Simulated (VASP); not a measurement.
# CdSe (Cadmoselite): what each functional gives, and what it costs, part 6 of 7

Wanted: bands and gap of CdSe (Cadmoselite) from one functional after another. The start is a cell from a database of measured crystal structures.

VASP 6.6.1, plane waves and PAW; the level of theory is named at each step.

So far, least gap on mesh and path (eV): step 2 (bands, level LDA, k 4×4×2) 0.413; step 10 (bands, level r2SCAN0, k 4×4×2) 2.58; step 11 (bands, level HSEsol, k 4×4×2) 1.51; step 12 (bands, level r2SCANh, k 4×4×2) 1.72; step 13 (bands, level HSE03, k 4×4×2) 1.46.

## (14) Bands with PBE + SOC

This step: PBE, spin-orbit coupling; plane waves and PAW (Cd, Se) (VASP 6.6.1).

Spin-orbit coupling needs spinors and the noncollinear program, where each band holds one electron.

Contents of INCAR:

```
SYSTEM = CdSe
PREC = Accurate
ENCUT = 400
EDIFF = 1E-06
NELM = 100
ISMEAR = 0
SIGMA = 0.02
LREAL = .FALSE.
ALGO = Normal
GGA = PE
LNONCOLLINEAR = .TRUE.
MAGMOM = 0 0 0 0 0 0 0 0 0 0 0 0
NBANDS = 48
GGA_COMPAT = .FALSE.
LASPH = .TRUE.
LSORBIT = .TRUE.
LORBIT = 11
LWAVE = .FALSE.
LCHARG = .FALSE.
KPAR = 4
NCORE = 2
```

Contents of POSCAR:

```
CdSe
1.0
    4.2990000000      0.0000000000      0.0000000000
   -2.1495000000      3.7230432109      0.0000000000
    0.0000000000      0.0000000000      7.0100000000
Cd Se
2 2
Direct
    0.3333333333      0.6666666667      0.0000000000
    0.6666666667      0.3333333333      0.5000000000
    0.3333333333      0.6666666667      0.3767900000
    0.6666666667      0.3333333333      0.8767900000
```

Contents of KPOINTS:

```
Automatic mesh
0
Gamma
4 4 3
0 0 0
```

Contents of KPOINTS_OPT:

```
Line mode
16
Line-mode
Reciprocal
  0.00000000   0.00000000   0.00000000 GAMMA
  0.50000000   0.00000000   0.00000000 M

  0.50000000   0.00000000   0.00000000 M
  0.33333333   0.33333333   0.00000000 K

  0.33333333   0.33333333   0.00000000 K
  0.00000000   0.00000000   0.00000000 GAMMA

  0.00000000   0.00000000   0.00000000 GAMMA
  0.00000000   0.00000000   0.50000000 A

  0.00000000   0.00000000   0.50000000 A
  0.50000000   0.00000000   0.50000000 L

  0.50000000   0.00000000   0.50000000 L
  0.33333333   0.33333333   0.50000000 H

  0.33333333   0.33333333   0.50000000 H
  0.00000000   0.00000000   0.50000000 A

  0.50000000   0.00000000   0.50000000 L
  0.50000000   0.00000000   0.00000000 M

  0.33333333   0.33333333   0.00000000 K
  0.33333333   0.33333333   0.50000000 H
```

PAW data sets: Cd and Se (PBE family, release 64).

On the command line:

```sh
$ mpirun -np 8 vasp_ncl
```

Numbers of over 12 decimals in the logs are rounded to 6 here.

Log:

```text
[... set-up lines as in an earlier step ...]
 entering main loop
       N       E                     dE             d eps       ncg     rms          rms(c)
DAV:   1     0.217528631251E+03    0.21753E+03   -0.14811E+04  1160   0.110E+03
DAV:   2     0.130421647264E+01   -0.21622E+03   -0.21023E+03  1296   0.306E+02
DAV:   3    -0.116073624346E+02   -0.12912E+02   -0.12842E+02  1360   0.745E+01
DAV:   4    -0.117300904274E+02   -0.12273E+00   -0.12263E+00  1304   0.686E+00
[...]
DAV:  13    -0.109611220096E+02    0.67458E-05   -0.22325E-05  1280   0.370E-02    0.604E-03
DAV:  14    -0.109611230497E+02   -0.10401E-05   -0.54314E-06  1264   0.144E-02    0.354E-03
DAV:  15    -0.109611230830E+02   -0.33323E-07   -0.17377E-07   880   0.382E-03
   1 F= -.10961123E+02 E0= -.10961123E+02  d E =-.503043E-16  mag=    -0.0000     0.0000     0.0000
 Start KPOINTS_OPT (optional k-point list driver)
k-point batch [1-12\144]
       N       E                     dE             ncg
DAV:   1     0.535972646184E+03   -0.20481E+04     1160
DAV:   2    -0.208741366115E+04   -0.26234E+04     1312
DAV:   3    -0.223916300006E+04   -0.15175E+03     1360
DAV:   4    -0.224088222078E+04   -0.17192E+01     1336
DAV:   5    -0.224090342041E+04   -0.21200E-01     1328
DAV:   6    -0.224090388964E+04   -0.46923E-03     1336
DAV:   7    -0.224090390571E+04   -0.16073E-04     1168
DAV:   8    -0.224090390611E+04   -0.40213E-06      952
[...]
k-point batch [133-144\144]
       N       E                     dE             ncg
DAV:   1     0.268786881032E+03   -0.11561E+05     1176
DAV:   2    -0.222236862653E+04   -0.24912E+04     1264
DAV:   3    -0.235655748530E+04   -0.13419E+03     1392
DAV:   4    -0.235776794117E+04   -0.12105E+01     1224
DAV:   5    -0.235777628085E+04   -0.83397E-02     1288
DAV:   6    -0.235777637566E+04   -0.94818E-04     1264
DAV:   7    -0.235777637726E+04   -0.16010E-05     1104
DAV:   8    -0.235777637730E+04   -0.39580E-07      872
```

Elapsed: 75 s, on 8 MPI ranks of AMD EPYC 7R43, shared host; peak memory 2 GiB; 9.8 min of CPU time.

From OUTCAR (step 14):

```text
  Total        2.2372620      2.2372620      1.9372272      0.0000000      0.0000000      0.0000000
  in kB       31.9480150     31.9480150     27.6635302      0.0000000      0.0000000      0.0000000
  external PRESSURE =      30.5198534 kB  Pullay stress =       0.0000000 kB

 POSITION                                       TOTAL-FORCE (eV/Angst)
 -----------------------------------------------------------------------------------
     -0.00000      2.48203      0.00000        -0.000000      0.000000      0.049599
      2.14950      1.24101      3.50500        -0.000000      0.000000      0.049599
     -0.00000      2.48203      2.64130        -0.000000      0.000000     -0.049599
      2.14950      1.24101      6.14630         0.000000     -0.000000     -0.049599
 -----------------------------------------------------------------------------------
    total drift:                               -0.000000      0.000000     -0.000227

  FREE ENERGIE OF THE ION-ELECTRON SYSTEM (eV)
  ---------------------------------------------------
  free  energy   TOTEN  =       -10.9611230830 eV

  energy  without entropy=      -10.9611230830  energy(sigma->0) =      -10.96112308

 magnetization (x)
# of ion       s       p       d       tot
------------------------------------------
    1        0.000   0.000   0.000   0.000
    2        0.000  -0.000   0.000  -0.000
    3        0.000  -0.000   0.000  -0.000
    4       -0.000   0.000   0.000   0.000
--------------------------------------------------
tot          0.000  -0.000   0.000   0.000

 magnetization (y)
# of ion       s       p       d       tot
------------------------------------------
    1        0.000   0.000   0.000   0.000
    2        0.000  -0.000   0.000  -0.000
    3        0.000   0.000   0.000   0.000
    4        0.000   0.000   0.000   0.000
--------------------------------------------------
tot          0.000  -0.000   0.000  -0.000

 magnetization (z)
# of ion       s       p       d       tot
------------------------------------------
    1        0.000  -0.000   0.000   0.000
    2        0.000  -0.000  -0.000  -0.000
    3       -0.000   0.000   0.000   0.000
    4       -0.000  -0.000   0.000  -0.000
--------------------------------------------------
tot          0.000  -0.000   0.000   0.000

[... 1 part as in an earlier step ...]

[... 2 further parts left out ...]
[key lines of the parts left out:]
E-fermi :   1.2084
```

The electronic bands at the labelled points (eV, zero at the valence-band top; v1 is the highest filled band, c1 the lowest empty one):

```csv
point,v4,v3,v2,v1,c1,c2,c3,c4
Γ,-0.03,-0.03,0.00,0.00,0.55,0.55,2.06,2.06
0.53 of the way,-0.76,-0.75,-0.51,-0.49,2.57,2.58,3.34,3.37
M,-1.47,-1.47,-0.87,-0.87,3.08,3.08,3.21,3.21
0.53 of the way,-1.68,-1.61,-1.44,-1.38,3.85,3.90,4.21,4.25
K,-2.03,-2.00,-1.78,-1.78,4.11,4.11,4.52,4.70
0.47 of the way,-0.98,-0.98,-0.78,-0.75,3.06,3.08,4.06,4.12
Γ,-0.03,-0.03,0.00,0.00,0.55,0.55,2.06,2.06
0.47 of the way,-0.33,-0.33,-0.11,-0.11,1.53,1.53,2.15,2.15
A,-0.40,-0.40,-0.40,-0.40,2.25,2.25,2.25,2.25
0.47 of the way,-0.98,-0.98,-0.97,-0.97,3.24,3.24,3.27,3.27
L,-1.41,-1.41,-1.41,-1.41,2.81,2.81,2.81,2.81
0.47 of the way,-1.34,-1.34,-1.28,-1.28,3.26,3.26,3.32,3.32
H,-1.27,-1.27,-1.22,-1.22,3.60,3.60,3.67,3.67
0.47 of the way,-1.44,-1.44,-1.32,-1.32,3.58,3.58,3.66,3.66
A,-0.40,-0.40,-0.40,-0.40,2.25,2.25,2.25,2.25
jump to L,-1.41,-1.41,-1.41,-1.41,2.81,2.81,2.81,2.81
0.47 of the way,-1.29,-1.29,-1.05,-1.05,2.64,2.64,3.23,3.23
M,-1.47,-1.47,-0.87,-0.87,3.08,3.08,3.21,3.21
jump to K,-2.03,-2.00,-1.78,-1.78,4.11,4.11,4.52,4.70
0.53 of the way,-1.62,-1.60,-1.55,-1.55,4.03,4.12,4.16,4.16
H,-1.27,-1.27,-1.22,-1.22,3.60,3.60,3.67,3.67
```

The largest weight of each band there:

```csv
point,v4,v3,v2,v1,c1,c2,c3,c4
Γ,Se 0.82,Se 0.82,Se 0.82,Se 0.82,Cd 0.58,Cd 0.58,Cd 0.67,Cd 0.67
M,Se 0.76,Se 0.76,Se 0.80,Se 0.80,Cd 0.54,Cd 0.54,Cd 0.66,Cd 0.66
K,Se 0.75,Se 0.75,Se 0.76,Se 0.76,Cd 0.63,Cd 0.63,Se 0.56,Se 0.58
Γ,Se 0.82,Se 0.82,Se 0.82,Se 0.82,Cd 0.58,Cd 0.58,Cd 0.67,Cd 0.67
A,Se 0.81,Se 0.81,Se 0.81,Se 0.81,Cd 0.53,Cd 0.53,Cd 0.53,Cd 0.53
L,Se 0.78,Se 0.78,Se 0.78,Se 0.78,Cd 0.63,Cd 0.63,Cd 0.63,Cd 0.63
```

The gap is 0.55 eV, direct at Γ. Against PBE that is -0.12 eV, on another mesh; this run took 3 times the core time.

## (15) Starting orbitals for the hybrid with PBE + SOC

Again a semilocal start for the hybrid that follows.

Edit INCAR of step 14 so:

```diff
@@ -3,3 +3,3 @@
 ENCUT = 400
-EDIFF = 1E-06
+EDIFF = 1E-05
 NELM = 100
@@ -17,3 +17,3 @@
 LORBIT = 11
-LWAVE = .FALSE.
+LWAVE = .TRUE.
 LCHARG = .FALSE.
```

POSCAR is that of step 14.

Contents of KPOINTS:

```
Automatic mesh
0
Gamma
4 4 2
0 0 0
```

On the command line:

```sh
$ mpirun -np 8 vasp_ncl
```

Log:

```text
[... set-up lines as in an earlier step ...]
 entering main loop
       N       E                     dE             d eps       ncg     rms          rms(c)
DAV:   1     0.217933184141E+03    0.21793E+03   -0.14803E+04   776   0.110E+03
DAV:   2     0.136881812426E+01   -0.21656E+03   -0.21042E+03   872   0.307E+02
DAV:   3    -0.116022660758E+02   -0.12971E+02   -0.12898E+02   896   0.745E+01
DAV:   4    -0.117286476554E+02   -0.12638E+00   -0.12626E+00   872   0.688E+00
DAV:   5    -0.117296856690E+02   -0.10380E-02   -0.10379E-02   864   0.569E-01    0.916E+00
DAV:   6    -0.109945206313E+02    0.73517E+00   -0.13537E+00   944   0.119E+01    0.713E+00
DAV:   7    -0.109621777488E+02    0.32343E-01   -0.64210E-01   840   0.429E+00    0.269E+00
DAV:   8    -0.109588564389E+02    0.33213E-02   -0.69480E-02   856   0.278E+00    0.760E-01
DAV:   9    -0.109588690455E+02   -0.12607E-04   -0.45934E-03   848   0.620E-01    0.246E-01
DAV:  10    -0.109591434522E+02   -0.27441E-03   -0.18464E-03   864   0.445E-01    0.695E-02
DAV:  11    -0.109593304963E+02   -0.18704E-03   -0.67965E-04   848   0.304E-01    0.756E-02
DAV:  12    -0.109593405310E+02   -0.10035E-04   -0.86649E-05   848   0.715E-02    0.143E-02
DAV:  13    -0.109593338418E+02    0.66892E-05   -0.22594E-05   640   0.372E-02
   1 F= -.10959334E+02 E0= -.10959334E+02  d E =-.550366E-23  mag=    -0.0000     0.0000     0.0000
 writing wavefunctions
```

Elapsed: 13 s, on 8 MPI ranks; peak memory 1.7 GiB.

Parts of OUTCAR (step 15):

```text
   k-points           NKPTS =      8   k-points in BZ     NKDIM =      8   number of bands    NBANDS=     48

   NELECT =      36.0000    total number of electrons

 E-fermi :   1.2342

 k-point     1 :       0.0000    0.0000    0.0000
  band No.  band energies     occupation
    ...
     32       0.7268      1.00000
     33       1.0741      1.00000
     34       1.0741      1.00000
     35       1.0992      1.00000
     36       1.0992      1.00000
     37       1.6490      0.00000
     38       1.6490      0.00000
     39       3.1618      0.00000
     40       3.1618      0.00000
     41       6.6221      0.00000
    ...

  Total        2.2123733      2.2123733      1.8851154      0.0000000      0.0000000     -0.0000000
  in kB       31.5926057     31.5926057     26.9193762      0.0000000      0.0000000     -0.0000000
  external PRESSURE =      30.0348626 kB  Pullay stress =       0.0000000 kB

 POSITION                                       TOTAL-FORCE (eV/Angst)
 -----------------------------------------------------------------------------------
     -0.00000      2.48203      0.00000         0.000000     -0.000000      0.051694
      2.14950      1.24101      3.50500        -0.000000      0.000000      0.051694
     -0.00000      2.48203      2.64130        -0.000000      0.000000     -0.051694
      2.14950      1.24101      6.14630         0.000000     -0.000000     -0.051694
 -----------------------------------------------------------------------------------
    total drift:                               -0.000000      0.000000     -0.000251

  FREE ENERGIE OF THE ION-ELECTRON SYSTEM (eV)
  ---------------------------------------------------
  free  energy   TOTEN  =       -10.9593338418 eV

  energy  without entropy=      -10.9593338418  energy(sigma->0) =      -10.95933384

 Spin-Orbit-Coupling matrix elements
 Ion:    1  E_soc:     -0.0582627
 Ion:    2  E_soc:     -0.0582627
 Ion:    3  E_soc:     -0.0389229
 Ion:    4  E_soc:     -0.0389229

 magnetization (x)
# of ion       s       p       d       tot
------------------------------------------
    1        0.000   0.000   0.000   0.000
    2        0.000   0.000  -0.000   0.000
    3       -0.000   0.000   0.000   0.000
    4        0.000   0.000   0.000   0.000
--------------------------------------------------
tot          0.000   0.000  -0.000   0.000

 magnetization (y)
# of ion       s       p       d       tot
------------------------------------------
    1        0.000   0.000   0.000   0.000
    2        0.000   0.000   0.000   0.000
    3       -0.000   0.000   0.000  -0.000
    4        0.000   0.000   0.000   0.000
--------------------------------------------------
tot         -0.000   0.000   0.000  -0.000

 magnetization (z)
# of ion       s       p       d       tot
------------------------------------------
    1        0.000   0.000   0.000   0.000
    2        0.000  -0.000  -0.000  -0.000
    3        0.000   0.000  -0.000   0.000
    4        0.000  -0.000  -0.000  -0.000
--------------------------------------------------
tot          0.000  -0.000  -0.000  -0.000

[... 8 parts as in an earlier step ...]

[... 8 further parts left out ...]
```

This step gave:

```yaml
scf_cycles: 13
irreducible_k_points: 8
fermi_energy: 1.234 eV
pressure: 3.003 GPa
gap_on_the_k_mesh: 0.5498 eV
least_direct_gap_on_the_k_mesh: 0.5498 eV
```

On-site spin-orbit energy by atom:

```csv
atom,on-site spin-orbit energy (eV)
Cd1,-0.0583
Cd2,-0.0583
Se3,-0.0389
Se4,-0.0389
```

Force by atom:

```csv
atom,x (eV/Å),y (eV/Å),z (eV/Å),size
Cd1,0.0000,0.0000,0.0517,0.0517
Cd2,0.0000,0.0000,0.0517,0.0517
Se3,0.0000,0.0000,-0.0517,0.0517
Se4,0.0000,0.0000,-0.0517,0.0517
```

The run ends at a pressure of 3.00 GPa, with forces up to 0.052 eV/Å.

## (16) Bands with HSE06 + SOC

This step: HSE06, spin-orbit coupling; plane waves and PAW (Cd, Se) (VASP 6.6.1).

Contents of INCAR:

```
SYSTEM = CdSe
PREC = Accurate
ENCUT = 400
EDIFF = 1E-06
NELM = 100
ISMEAR = 0
SIGMA = 0.02
LREAL = .FALSE.
ALGO = Normal
LHFCALC = .TRUE.
AEXX = 0.25
GGA = PE
HFSCREEN = 0.2
LASPH = .TRUE.
LNONCOLLINEAR = .TRUE.
MAGMOM = 0 0 0 0 0 0 0 0 0 0 0 0
NBANDS = 48
GGA_COMPAT = .FALSE.
LSORBIT = .TRUE.
PRECFOCK = Fast
LORBIT = 11
LWAVE = .FALSE.
LCHARG = .FALSE.
KPAR = 4
```

POSCAR is that of step 15.

KPOINTS is that of step 15.

Edit KPOINTS_OPT of step 14 so:

```diff
@@ -1,3 +1,3 @@
 Line mode
-16
+6
 Line-mode
```

The run starts from files that an earlier step left in the folder.

On the command line:

```sh
$ mpirun -np 8 vasp_ncl
```

Log:

```text
[... set-up lines as in an earlier step ...]
 entering main loop
       N       E                     dE             d eps       ncg     rms          rms(c)
DAV:   1    -0.137510156893E+02   -0.13751E+02   -0.98861E-01   776   0.804E+00    0.300E+00
DAV:   2    -0.137612140740E+02   -0.10198E-01   -0.93433E-02   832   0.319E+00    0.177E+00
DAV:   3    -0.137585689300E+02    0.26451E-02   -0.66062E-03   848   0.825E-01    0.108E+00
DAV:   4    -0.137578385418E+02    0.73039E-03   -0.83268E-04   872   0.246E-01    0.639E-01
[...]
DAV:   8    -0.137575623934E+02    0.67527E-05   -0.29805E-06   720   0.123E-02    0.709E-02
DAV:   9    -0.137575604458E+02    0.19476E-05   -0.12138E-06   656   0.751E-03    0.405E-02
DAV:  10    -0.137575599897E+02    0.45609E-06   -0.44378E-07   544   0.461E-03
   1 F= -.13757560E+02 E0= -.13757560E+02  d E =-.150888E-17  mag=     0.0000     0.0000    -0.0000
 Start KPOINTS_OPT (optional k-point list driver)
k-point batch [1-8\54]
       N       E                     dE             ncg
DAV:   1     0.374618250070E+03   -0.37080E+04      768
DAV:   2    -0.177038217936E+04   -0.21450E+04      856
DAV:   3    -0.192961683818E+04   -0.15923E+03      880
DAV:   4    -0.193357092184E+04   -0.39541E+01      840
DAV:   5    -0.193361268327E+04   -0.41761E-01      856
DAV:   6    -0.193361328265E+04   -0.59938E-03      840
DAV:   7    -0.193361329305E+04   -0.10405E-04      720
DAV:   8    -0.193361329332E+04   -0.26805E-06      584
[...]
k-point batch [49-54\54]
       N       E                     dE             ncg
DAV:   1     0.205260085420E+04   -0.56610E+04      576
DAV:   2     0.476563505121E+03   -0.15760E+04      624
DAV:   3     0.366576599842E+03   -0.10999E+03      680
DAV:   4     0.364054038843E+03   -0.25226E+01      648
DAV:   5     0.364032785730E+03   -0.21253E-01      656
DAV:   6     0.364032589499E+03   -0.19623E-03      640
DAV:   7     0.364032587600E+03   -0.18993E-05      528
DAV:   8     0.364032587568E+03   -0.31601E-07      448
```

Run time: 30 min. Hardware: 8 MPI ranks; peak memory 3 GiB.

Parts of OUTCAR (step 16):

```text
 POSITION                                       TOTAL-FORCE (eV/Angst)
 -----------------------------------------------------------------------------------
     -0.00000      2.48203      0.00000        -0.000000     -0.000000      0.045184
      2.14950      1.24101      3.50500        -0.000000      0.000000      0.045184
     -0.00000      2.48203      2.64130         0.000000     -0.000000     -0.045184
      2.14950      1.24101      6.14630        -0.000000      0.000000     -0.045184
 -----------------------------------------------------------------------------------
    total drift:                                0.000000     -0.000000     -0.000262

  FREE ENERGIE OF THE ION-ELECTRON SYSTEM (eV)
  ---------------------------------------------------
  free  energy   TOTEN  =       -13.7575599897 eV

  energy  without entropy=      -13.7575599897  energy(sigma->0) =      -13.75755999

 magnetization (x)
# of ion       s       p       d       tot
------------------------------------------
    1        0.000  -0.000   0.000  -0.000
    2        0.000   0.000   0.000   0.000
    3        0.000   0.000  -0.000   0.000
    4       -0.000  -0.000  -0.000  -0.000
--------------------------------------------------
tot         -0.000   0.000  -0.000   0.000

 magnetization (y)
# of ion       s       p       d       tot
------------------------------------------
    1        0.000   0.000  -0.000  -0.000
    2        0.000   0.000   0.000   0.000
    3        0.000   0.000   0.000   0.000
    4        0.000   0.000   0.000   0.000
--------------------------------------------------
tot          0.000   0.000  -0.000   0.000

 magnetization (z)
# of ion       s       p       d       tot
------------------------------------------
    1        0.000  -0.000   0.000   0.000
    2        0.000  -0.000  -0.000   0.000
    3        0.000   0.000   0.000   0.000
    4       -0.000   0.000   0.000   0.000
--------------------------------------------------
tot          0.000  -0.000   0.000   0.000

[... 1 part as in an earlier step ...]

[... 2 further parts left out ...]
[key lines of the parts left out:]
E-fermi :   0.6079
```

The electronic bands at the labelled points (eV, zero at the valence-band top; v1 is the highest filled band, c1 the lowest empty one):

```csv
point,v4,v3,v2,v1,c1,c2,c3,c4
Γ,-0.02,-0.02,0.00,0.00,1.52,1.52,3.07,3.07
0.40 of the way,-0.58,-0.57,-0.34,-0.32,3.08,3.09,4.23,4.26
M,-1.56,-1.56,-0.94,-0.94,4.11,4.11,4.17,4.17
0.60 of the way,-1.85,-1.77,-1.62,-1.56,5.05,5.07,5.25,5.28
K,-2.17,-2.13,-1.91,-1.91,4.95,4.95,5.71,5.89
0.60 of the way,-0.72,-0.72,-0.50,-0.47,3.42,3.43,4.64,4.68
Γ,-0.02,-0.02,0.00,0.00,1.52,1.52,3.07,3.07
0.60 of the way,-0.44,-0.44,-0.18,-0.18,2.73,2.73,3.21,3.21
A,-0.43,-0.43,-0.43,-0.43,3.25,3.25,3.25,3.25
0.40 of the way,-0.93,-0.93,-0.93,-0.93,4.23,4.23,4.26,4.26
L,-1.49,-1.49,-1.49,-1.49,3.77,3.77,3.77,3.77
0.40 of the way,-1.44,-1.44,-1.36,-1.36,4.15,4.15,4.20,4.20
H,-1.36,-1.36,-1.29,-1.29,4.65,4.65,4.71,4.71
0.40 of the way,-1.52,-1.52,-1.42,-1.42,4.62,4.62,4.69,4.69
A,-0.43,-0.43,-0.43,-0.43,3.25,3.25,3.25,3.25
jump to L,-1.49,-1.49,-1.49,-1.49,3.77,3.77,3.77,3.77
0.60 of the way,-1.42,-1.42,-1.05,-1.05,3.73,3.73,4.19,4.19
M,-1.56,-1.56,-0.94,-0.94,4.11,4.11,4.17,4.17
jump to K,-2.17,-2.13,-1.91,-1.91,4.95,4.95,5.71,5.89
0.60 of the way,-1.64,-1.62,-1.57,-1.57,5.02,5.09,5.13,5.13
H,-1.36,-1.36,-1.29,-1.29,4.65,4.65,4.71,4.71
```

The largest weight of each band there:

```csv
point,v4,v3,v2,v1,c1,c2,c3,c4
Γ,Se 0.83,Se 0.83,Se 0.83,Se 0.83,Cd 0.56,Cd 0.56,Cd 0.68,Cd 0.68
M,Se 0.78,Se 0.78,Se 0.81,Se 0.81,Cd 0.61,Cd 0.61,Cd 0.61,Cd 0.61
K,Se 0.77,Se 0.77,Se 0.78,Se 0.78,Cd 0.64,Cd 0.64,Se 0.54,Se 0.55
Γ,Se 0.83,Se 0.83,Se 0.83,Se 0.83,Cd 0.56,Cd 0.56,Cd 0.68,Cd 0.68
A,Se 0.82,Se 0.82,Se 0.82,Se 0.82,Cd 0.54,Cd 0.54,Cd 0.54,Cd 0.54
L,Se 0.80,Se 0.80,Se 0.80,Se 0.80,Cd 0.64,Cd 0.64,Cd 0.64,Cd 0.64
```

The gap is 1.52 eV, direct at Γ. Against HSE06 that is -0.13 eV; this run took 7.2 times the core time.

(Part 6 of 7 ends here.)

[Lines on the potential files, build, host, timing and source positions are cut from VASP's logs without a mark.]

[Logs are printed without paths, hosts, clocks, repeated set-up lines and the standing remarks that a program may print on its own settings, such as how far it seeks lower states.]

[Hosts, paths, dates, database ids (printed as entryN), source tags and the programs' standing remarks are cut or masked in the printed files.]

[Measured values are set beside computed ones only where the two were judged alike; some that the calculation misses by far are left out.]
